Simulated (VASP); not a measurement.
All values below come from PBE GGA, VASP's PBE PAW potentials (set 64) (plane waves; VASP).

The input files of a VASP run:

INCAR:
```
SYSTEM  =  Ce
LMAXMIX  =  6   # l cut-off of mixed one-centre charges
SIGMA  =  0.1
NELM  =  100
ISMEAR  =  -1
ALGO  =  Normal   # blocked Davidson
GGA  =  PE   # PBE
LASPH  =  T   # aspherical one-centre terms
LCHARG  =  F
LREAL  =  F   # projection in real space or not
ENCUT  =  300
ISIF  =  2   # forces and stress, cell fixed
LWAVE  =  F
EDIFF  =  1E-6
PREC  =  Accurate
```

File POSCAR:
```
Ce
1
    0.0000000000     2.3532690000     2.3532690000
    2.3532690000     0.0000000000     2.3532690000
    2.3532690000     2.3532690000     0.0000000000
Ce
1
Direct
  0.0000000000   0.0000000000   0.0000000000
```

### KPOINTS
```
kpoints
0
gamma
 10 10 10
0 0 0
```

POTCAR, in this order: Ce (PBE.64 set). Program: vasp_std.

At this cut-off the stress carries a Pulay error, which pulls relaxed volumes low.

Problem. Estimate the energy per atom (σ→0), band gap (on the k-mesh).

Solution. 
```json
{
  "energy per atom (σ→0)": "-5928 meV/atom",
  "band gap (on the k-mesh)": "none (metal, semimetal or under 0.01 eV)"
}
```

OSZICAR:
```
...
DAV:   8    -0.597903524956E+01    0.74007E-01   -0.10767E+00  1508   0.781E+00    0.949E-01
DAV:   9    -0.597368226585E+01    0.53530E-02   -0.85964E-02  1712   0.236E+00    0.201E-01
DAV:  10    -0.597428502610E+01   -0.60276E-03   -0.35674E-03  1682   0.391E-01    0.132E-01
DAV:  11    -0.597430718879E+01   -0.22163E-04   -0.54898E-04  1718   0.203E-01    0.460E-02
DAV:  12    -0.597431416167E+01   -0.69729E-05   -0.83308E-05  1748   0.633E-02    0.139E-02
DAV:  13    -0.597431366046E+01    0.50121E-06   -0.23983E-05  1796   0.322E-02    0.105E-03
DAV:  14    -0.597431463830E+01   -0.97784E-06   -0.74932E-06   892   0.337E-03
   1 F= -.59743146E+01 E0= -.59282864E+01  d E =-.920565E-01
```

The structure comes from a computed database's Ce entry; how it stands against other phases isn't given here. The cell was not relaxed at this level. The run is not spin-polarised, so no magnetic state was tried.
